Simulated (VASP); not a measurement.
Calculation: r2SCAN meta-GGA, VASP's PBE PAW potentials (set 64) (plane waves; VASP).

VASP input:

File POSCAR:
```
ZnS
1
    3.8020317137    -0.0000000000    -0.0000000000
   -1.9010158569     3.2926558027     0.0000000000
    0.0000000000     0.0000000000     6.2268604143
Zn S
2 2
Direct
  0.3333330000   0.6666670000   0.9999911283
  0.6666670000   0.3333330000   0.4999911283
  0.3333330000   0.6666670000   0.3750088717
  0.6666670000   0.3333330000   0.8750088717
```

File KPOINTS:
```
kpoints
0
G
 8 8 4
```

**INCAR**
```
ALGO = Normal
EDIFF = 1E-7
ENCUT = 400
ISIF = 2
ISMEAR = -5
LASPH = .TRUE.
LCHARG = .FALSE.
LMAXMIX = 4
LMIXTAU = .TRUE.
LORBIT = 11
LREAL = .FALSE.
LWAVE = .FALSE.
METAGGA = R2SCAN
NEDOS = 601
NELM = 100
PREC = Accurate
SYSTEM = ZnS
```

File KPOINTS_OPT:
```
k-points along high-symmetry lines
6
Line-mode
Reciprocal
  0.000000   0.000000   0.000000 ! GAMMA
  0.500000  -0.000000   0.000000 ! M

  0.500000  -0.000000   0.000000 ! M
  0.333333   0.333333   0.000000 ! K

  0.333333   0.333333   0.000000 ! K
  0.000000   0.000000   0.000000 ! GAMMA

  0.000000   0.000000   0.000000 ! GAMMA
  0.000000   0.000000   0.500000 ! A

  0.000000   0.000000   0.500000 ! A
  0.500000  -0.000000   0.500000 ! L

  0.500000  -0.000000   0.500000 ! L
  0.333333   0.333333   0.500000 ! H

  0.333333   0.333333   0.500000 ! H
  0.000000   0.000000   0.500000 ! A

  0.500000  -0.000000   0.500000 ! L
  0.500000  -0.000000   0.000000 ! M

  0.333333   0.333333   0.500000 ! H
  0.333333   0.333333   0.000000 ! K
```

POTCAR, in this order: Zn S (PBE.64 set). Program: vasp_std.

### Question
Estimate the energy per atom (σ→0), band gap (over mesh and band path).

### Answer

* **energy per atom (σ→0)**: -909.7 kJ/mol-atom
* **band gap (over mesh and band path)**: 2.82 eV

OSZICAR:
```
...
DAV:  23    -0.377120399266E+02   -0.13057E-06   -0.60233E-09   774   0.632E-04    0.127E-04
DAV:  24    -0.377120401046E+02   -0.17806E-06   -0.26735E-09   738   0.436E-04    0.134E-04
DAV:  25    -0.377120399492E+02    0.15546E-06   -0.38510E-10   762   0.232E-04    0.551E-05
DAV:  26    -0.377120401522E+02   -0.20300E-06   -0.19324E-10   726   0.227E-04    0.261E-05
DAV:  27    -0.377120401223E+02    0.29897E-07   -0.54464E-11   720   0.103E-04
   1 F= -.37712040E+02 E0= -.37712040E+02  d E =0.000000E+00
       N       E                     dE             ncg
       N       E                     dE             ncg
```

The structure was generated: ZnS was put into the wurtzite type (P6_3mc), which need not be its known phase. It was relaxed first, which changed the volume by +8 %.
